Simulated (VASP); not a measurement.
Consider the following.

```xyz
2
Lattice="1.6050 -2.7799 0.0000 1.6050 2.7799 0.0000 0.0000 0.0000 5.2100" Properties=species:S:1:pos:R:3 pbc="T T T"
Mg     1.6050     0.9266     1.3025
Mg     1.6050    -0.9266     3.9075
```

Method: PBE GGA, VASP's PBE PAW potentials (set 64) (plane waves; VASP). Numerical set-up: 400 eV cut-off, 12×12×7 Γ-centred mesh, first-order Methfessel-Paxton smearing of 0.10 eV, potentials Mg.

### Question
Give the stress tensor in GPa (positive for a compressed cell).

### Answer

```
-0.28   0.00   0.00
 0.00  -0.28   0.00
 0.00   0.00  -1.30
```
The pressure is its mean diagonal, -0.62 GPa.

The compound is Mg in the hcp structure. The cell was not relaxed at this level.
